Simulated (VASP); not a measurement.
# CaTlClF2 with PW91: from relaxation to properties, part 5 of 7

Wanted: the relaxed cell of CaTlClF2 and its properties. The cell is invented: it takes the structure of a Materials Project entry for CaTlF3 (space group 8 there), with some of its atoms replaced by other elements, volume scaled by an estimate. It may not be a known or stable phase.

VASP 6.6.1, plane waves and PAW; the level of theory is named at each step.

So far, gap on the k-mesh (eV): step 3 (relaxing cell and atoms (PW91)) 3.93; step 7 (density of states (PW91)) 3.81; step 8 (electric field gradients (PW91)) 4.01; step 9 (electric field gradients (PW91), try 2) 3.93.

### Step 10. Bands along the symmetry lines (PW91 + SOC)

This step: PW91, spin-orbit coupling; plane waves and PAW (Tl_d, Ca_sv, Cl, F); invented cell (VASP 6.6.1).

Levels along the symmetry lines show where the bands peak and cross; KPOINTS_OPT computes them in the converged potential. Spin-orbit coupling needs spinors and the noncollinear program, where each band holds one electron.

INCAR

```
SYSTEM = CaTlClF2
PREC = Accurate
ENCUT = 520
EDIFF = 1E-06
NELM = 100
ISMEAR = -1
SIGMA = 0.05
LREAL = .FALSE.
ALGO = Normal
GGA = 91
LNONCOLLINEAR = .TRUE.
MAGMOM = 0 0 0 0 0 0 0 0 0 0 0 0 0 0 0
NBANDS = 56
GGA_COMPAT = .FALSE.
LASPH = .TRUE.
LSORBIT = .TRUE.
LORBIT = 11
LWAVE = .FALSE.
LCHARG = .FALSE.
KPAR = 2
```

POSCAR

```
CaTlClF2
1.0
    3.1674724006     -3.1642630293      0.0151758401
    3.1674724006      3.1642630293      0.0151758401
    0.0109148676      0.0000000000      5.7699244155
Tl Ca Cl F
1 1 1 2
Direct
    0.0014957693      0.0014957693      0.1123690822
    0.4983270139      0.4983270139      0.4870411418
    0.5013213719      0.5013213719      0.9668390797
    0.4969311727      0.9985106722      0.4340638482
    0.9985106722      0.4969311727      0.4340638482
```

KPOINTS

```
Automatic mesh
0
Gamma
4 4 3
0 0 0
```

KPOINTS_OPT

```
Line mode
16
Line-mode
Reciprocal
  0.00000000   0.00000000   0.00000000 GAMMA
 -0.49819100  -0.49819100  -0.50689741 Y

 -0.49819100  -0.49819100  -0.50689741 Y
 -0.49769208  -0.49769208  -0.50772413 F

 -0.49769208  -0.49769208  -0.50772413 F
 -0.50000000  -0.50000000  -0.50000000 L

 -0.50000000  -0.50000000  -0.50000000 L
 -0.50233157  -0.49766843  -0.50000000 I

 -0.49766843   0.49766843   0.50000000 I1
  0.00000000   0.00000000   0.50000000 Z

  0.00000000   0.00000000   0.50000000 Z
 -0.49868991  -0.49868991   0.49392930 H

 -0.49868991  -0.49868991   0.49392930 H
 -0.50230792  -0.50230792  -0.49227587 F1

 -0.50131009   0.49868991  -0.49392930 H1
 -0.50180900   0.49819100  -0.49310259 Y1

 -0.50180900   0.49819100  -0.49310259 Y1
 -0.50000000   0.50000000   0.00000000 X

 -0.50000000   0.50000000   0.00000000 X
  0.00000000   0.00000000   0.00000000 GAMMA

  0.00000000   0.00000000   0.00000000 GAMMA
 -0.50000000   0.00000000  -0.50000000 N

 -0.50000000   0.00000000   0.00000000 M
  0.00000000   0.00000000   0.00000000 GAMMA
```

The projector-augmented-wave data sets are Tl_d, Ca_sv, Cl and F (PBE family, release 64).

Run with:

```sh
> mpirun -np 2 vasp_ncl
```

Output:

```text
[... set-up lines as in an earlier step ...]
 entering main loop
       N       E                     dE             d eps       ncg     rms          rms(c)
DAV:   1     0.385466217340E+03    0.38547E+03   -0.22370E+04  3360   0.147E+03
DAV:   2     0.628401416080E+01   -0.37918E+03   -0.36974E+03  4072   0.385E+02
DAV:   3    -0.239617850391E+02   -0.30246E+02   -0.30101E+02  3936   0.106E+02
DAV:   4    -0.258935570510E+02   -0.19318E+01   -0.19292E+01  5936   0.172E+01
DAV:   5    -0.259326521631E+02   -0.39095E-01   -0.39090E-01  4456   0.244E+00    0.945E+00
DAV:   6    -0.233900854294E+02    0.25426E+01   -0.98538E+00  4296   0.255E+01    0.407E+00
DAV:   7    -0.233806011437E+02    0.94843E-02   -0.12779E+00  4280   0.674E+00    0.261E+00
DAV:   8    -0.233438189836E+02    0.36782E-01   -0.37950E-01  4584   0.435E+00    0.116E+00
DAV:   9    -0.233310816884E+02    0.12737E-01   -0.67525E-02  4496   0.183E+00    0.407E-01
DAV:  10    -0.233326744504E+02   -0.15928E-02   -0.30670E-02  4048   0.103E+00    0.199E-01
DAV:  11    -0.233335036744E+02   -0.82922E-03   -0.27590E-03  4024   0.348E-01    0.110E-01
DAV:  12    -0.233341427677E+02   -0.63909E-03   -0.78634E-04  3880   0.155E-01    0.537E-02
DAV:  13    -0.233342002906E+02   -0.57523E-04   -0.14101E-04  4240   0.763E-02    0.234E-02
DAV:  14    -0.233342094490E+02   -0.91585E-05   -0.38915E-05  4480   0.390E-02    0.925E-03
DAV:  15    -0.233342140183E+02   -0.45693E-05   -0.73799E-06  4400   0.186E-02    0.380E-03
DAV:  16    -0.233342146534E+02   -0.63506E-06   -0.10719E-06  3312   0.680E-03
   1 F= -.23334215E+02 E0= -.23334215E+02  d E =-.200989E-10  mag=     0.0000     0.0000     0.0000
 Start KPOINTS_OPT (optional k-point list driver)
k-point batch [1-30\192]
       N       E                     dE             ncg
DAV:   1    -0.823361277592E+03   -0.32309E+05     3360
DAV:   2    -0.118652885604E+05   -0.11042E+05     4168
DAV:   3    -0.127190396445E+05   -0.85375E+03     4192
DAV:   4    -0.127595020217E+05   -0.40462E+02     5216
DAV:   5    -0.127610634240E+05   -0.15614E+01     5064
DAV:   6    -0.127610862261E+05   -0.22802E-01     4792
DAV:   7    -0.127610870490E+05   -0.82295E-03     4872
DAV:   8    -0.127610870776E+05   -0.28584E-04     4392
DAV:   9    -0.127610870787E+05   -0.10755E-05     3112
DAV:  10    -0.127610870788E+05   -0.12358E-06     2712
[...]
k-point batch [181-192\192]
       N       E                     dE             ncg
DAV:   1     0.114021380436E+05   -0.31050E+04     1344
DAV:   2     0.695583073774E+04   -0.44463E+04     1672
DAV:   3     0.660209511574E+04   -0.35374E+03     1544
DAV:   4     0.658010687923E+04   -0.21988E+02     2144
DAV:   5     0.657968482020E+04   -0.42206E+00     1928
DAV:   6     0.657967459547E+04   -0.10225E-01     2000
DAV:   7     0.657967437728E+04   -0.21819E-03     1904
DAV:   8     0.657967436830E+04   -0.89798E-05     1904
DAV:   9     0.657967436811E+04   -0.19336E-06     1112
```

Elapsed: 20 min, on 2 MPI ranks of AMD EPYC 7R43, shared host; peak memory 1.5 GiB.

OUTCAR, selected parts (step 10):

```text
   k-points           NKPTS =     30   k-points in BZ     NKDIM =     30   number of bands    NBANDS=     56

   NELECT =      44.0000    total number of electrons

 E-fermi :   1.5326

 k-point     1 :       0.0000    0.0000    0.0000
  band No.  band energies     occupation
    ...
     40      -1.1579      1.00000
     41      -1.0663      1.00000
     42      -1.0663      1.00000
     43      -1.0041      1.00000
     44      -1.0041      1.00000
     45       5.0879      0.00000
     46       5.0879      0.00000
     47       6.3623      0.00000
     48       6.3623      0.00000
     49       6.5353      0.00000
    ...

  Total       -0.0470709     -0.0163224      0.0306804      0.0000000      0.0000000     -0.0212193
  in kB       -0.6520507     -0.2261061      0.4250016      0.0000000      0.0000000     -0.2939407
  external PRESSURE =      -0.1510517 kB  Pullay stress =       0.0000000 kB

 POSITION                                       TOTAL-FORCE (eV/Angst)
 -----------------------------------------------------------------------------------
      0.01070      0.00000      0.64841        -0.005457      0.000000     -0.001877
      3.16219      0.00000      2.82532        -0.000196      0.000000     -0.006888
      3.18640      0.00000      5.59380        -0.003941      0.000000      0.002345
      4.74151      1.58713      2.52721         0.004797     -0.002497      0.003210
      4.74151     -1.58713      2.52721         0.004797      0.002497      0.003210
 -----------------------------------------------------------------------------------
    total drift:                                0.000228     -0.000000     -0.001390

  FREE ENERGIE OF THE ION-ELECTRON SYSTEM (eV)
  ---------------------------------------------------
  free  energy   TOTEN  =       -23.3342146534 eV

  energy  without entropy=      -23.3342146534  energy(sigma->0) =      -23.33421465

 Spin-Orbit-Coupling matrix elements
 Ion:    1  E_soc:     -0.3436764
 Ion:    2  E_soc:     -0.0056911
 Ion:    3  E_soc:     -0.0035987
 Ion:    4  E_soc:     -0.0004941
 Ion:    5  E_soc:     -0.0004941

 magnetization (x)
# of ion       s       p       d       tot
------------------------------------------
    1        0.000   0.000   0.000   0.000
    2        0.000   0.000   0.000   0.000
    3        0.000   0.000   0.000   0.000
    4       -0.000   0.000   0.000  -0.000
    5        0.000  -0.000   0.000   0.000
--------------------------------------------------
tot          0.000   0.000   0.000   0.000

 magnetization (y)
# of ion       s       p       d       tot
------------------------------------------
    1        0.000   0.000   0.000   0.000
    2       -0.000  -0.000   0.000   0.000
    3        0.000   0.000   0.000   0.000
    4        0.000  -0.000   0.000  -0.000
    5        0.000  -0.000   0.000  -0.000
--------------------------------------------------
tot          0.000   0.000   0.000   0.000

 magnetization (z)
# of ion       s       p       d       tot
------------------------------------------
    1        0.000   0.000   0.000   0.000
    2        0.000   0.000   0.000   0.000
    3        0.000   0.000   0.000   0.000
    4        0.000   0.000   0.000   0.000
    5       -0.000  -0.000   0.000  -0.000
--------------------------------------------------
tot          0.000   0.000   0.000   0.000

[... 6 parts as in an earlier step ...]

[... 10 further parts left out ...]
```

LASPH is switched on together with spin-orbit coupling, so the change from the scalar run holds both. VASP adds spin-orbit coupling inside the spheres on scalar-relativistic partial waves, which describe the 6p1/2 states imperfectly, so such gaps can be off by a tenth of an eV or more.

This step gave:

- bands: 56
- irreducible k-points: 30
- free energy (TOTEN): -23.33 eV
- Fermi energy: 1.533 eV
- pressure: -0.01511 GPa
- least gap on mesh and path: 3.678 eV
- least direct gap on mesh and path: 3.796 eV
- valence top at k: -0.5, 0, 0
- conduction bottom at k: -0.03318, 0.03318, 0.5
- least direct gap at k: -0.4667, 0, 0

On-site spin-orbit energy by atom:

| atom | on-site spin-orbit energy (eV) |
| --- | --- |
| Tl1 | -0.344 |
| Ca2 | -0.006 |
| Cl3 | -0.004 |
| F4 | 0.000 |
| F5 | 0.000 |

Electronic bands along the path, in eV, zero at the valence-band top; v1 is the highest filled band, c1 the lowest empty one:

| point | v4 | v3 | v2 | v1 | c1 | c2 | c3 | c4 |
| --- | --- | --- | --- | --- | --- | --- | --- | --- |
| Γ | -1.46 | -1.46 | -1.40 | -1.40 | 4.70 | 4.70 | 5.97 | 5.97 |
| 0.53 of the way | -1.61 | -1.60 | -0.51 | -0.49 | 4.28 | 4.53 | 5.24 | 5.45 |
| Y | -1.59 | -1.59 | -1.57 | -1.57 | 4.86 | 4.87 | 5.85 | 5.87 |
| 0.47 of the way | -1.59 | -1.59 | -1.57 | -1.57 | 4.86 | 4.87 | 5.85 | 5.87 |
| F | -1.59 | -1.59 | -1.57 | -1.57 | 4.86 | 4.87 | 5.85 | 5.87 |
| 0.53 of the way | -1.59 | -1.59 | -1.57 | -1.57 | 4.86 | 4.87 | 5.86 | 5.86 |
| L | -1.59 | -1.59 | -1.57 | -1.57 | 4.86 | 4.86 | 5.86 | 5.86 |
| 0.53 of the way | -1.59 | -1.59 | -1.57 | -1.57 | 4.86 | 4.87 | 5.86 | 5.86 |
| I | -1.59 | -1.59 | -1.57 | -1.57 | 4.86 | 4.87 | 5.85 | 5.87 |
| jump to I1 | -1.59 | -1.59 | -1.57 | -1.57 | 4.86 | 4.87 | 5.85 | 5.87 |
| 0.47 of the way | -1.55 | -1.54 | -0.53 | -0.51 | 4.18 | 4.49 | 5.15 | 5.46 |
| Z | -1.54 | -1.54 | -1.47 | -1.47 | 3.68 | 3.68 | 6.27 | 6.27 |
| 0.53 of the way | -1.55 | -1.54 | -0.54 | -0.52 | 4.18 | 4.49 | 5.15 | 5.46 |
| H | -1.59 | -1.59 | -1.57 | -1.57 | 4.86 | 4.87 | 5.86 | 5.87 |
| 0.47 of the way | -1.73 | -1.73 | -1.64 | -1.64 | 4.90 | 4.90 | 5.90 | 5.90 |
| F1 | -1.59 | -1.59 | -1.57 | -1.57 | 4.86 | 4.87 | 5.85 | 5.87 |
| jump to H1 | -1.59 | -1.59 | -1.57 | -1.57 | 4.86 | 4.87 | 5.86 | 5.87 |
| 0.47 of the way | -1.59 | -1.59 | -1.57 | -1.57 | 4.86 | 4.87 | 5.85 | 5.87 |
| Y1 | -1.59 | -1.59 | -1.57 | -1.57 | 4.86 | 4.87 | 5.85 | 5.87 |
| 0.47 of the way | -1.73 | -1.73 | -1.71 | -1.70 | 4.87 | 4.88 | 5.89 | 5.90 |
| X | -1.73 | -1.73 | -1.64 | -1.64 | 4.90 | 4.90 | 5.90 | 5.90 |
| 0.47 of the way | -1.61 | -1.61 | -0.46 | -0.45 | 4.40 | 4.55 | 5.39 | 5.41 |
| Γ | -1.46 | -1.46 | -1.40 | -1.40 | 4.70 | 4.70 | 5.97 | 5.97 |
| 0.47 of the way | -1.39 | -1.38 | -0.69 | -0.67 | 4.12 | 4.49 | 5.24 | 5.71 |
| N | -1.28 | -1.28 | -0.08 | -0.08 | 4.09 | 4.09 | 4.94 | 4.94 |
| jump to M | -1.23 | -1.23 | 0.00 | 0.00 | 3.80 | 3.80 | 5.20 | 5.20 |

Of the projections kept (Tl, Ca, Cl, F), the largest for each band there; the rest of the weight can lie on other orbitals:

| point | v4 | v3 | v2 | v1 | c1 | c2 | c3 | c4 |
| --- | --- | --- | --- | --- | --- | --- | --- | --- |
| Γ | Cl 0.84 | Cl 0.84 | Cl 0.91 | Cl 0.91 | Tl 0.79 | Tl 0.79 | Ca 0.64 | Ca 0.64 |
| Y | Cl 0.57 | Cl 0.57 | Cl 0.56 | Cl 0.56 | Tl 0.65 | Tl 0.65 | Tl 0.56 | Tl 0.56 |
| F | Cl 0.57 | Cl 0.57 | Cl 0.56 | Cl 0.56 | Tl 0.66 | Tl 0.65 | Tl 0.56 | Tl 0.56 |
| L | Cl 0.57 | Cl 0.57 | Cl 0.56 | Cl 0.56 | Tl 0.65 | Tl 0.65 | Tl 0.56 | Tl 0.56 |
| I | Cl 0.57 | Cl 0.57 | Cl 0.56 | Cl 0.56 | Tl 0.66 | Tl 0.65 | Tl 0.56 | Tl 0.56 |
| I1 | Cl 0.57 | Cl 0.57 | Cl 0.56 | Cl 0.56 | Tl 0.66 | Tl 0.65 | Tl 0.56 | Tl 0.56 |

The gap moves by -0.13 eV against PW91, which ran on another mesh.

[end of part 5 of 7]

[Lines on the potential files, build, host, timing and source positions are cut from VASP's logs without a mark.]

[Logs are printed without paths, hosts, clocks, repeated set-up lines and the standing remarks that a program may print on its own settings, such as how far it seeks lower states.]

[Hosts, paths, dates, database ids (printed as entryN), source tags and the programs' standing remarks are cut or masked in the printed files.]

[A measured line is paired with the nearest computed mode of its activity, which favours agreement.]
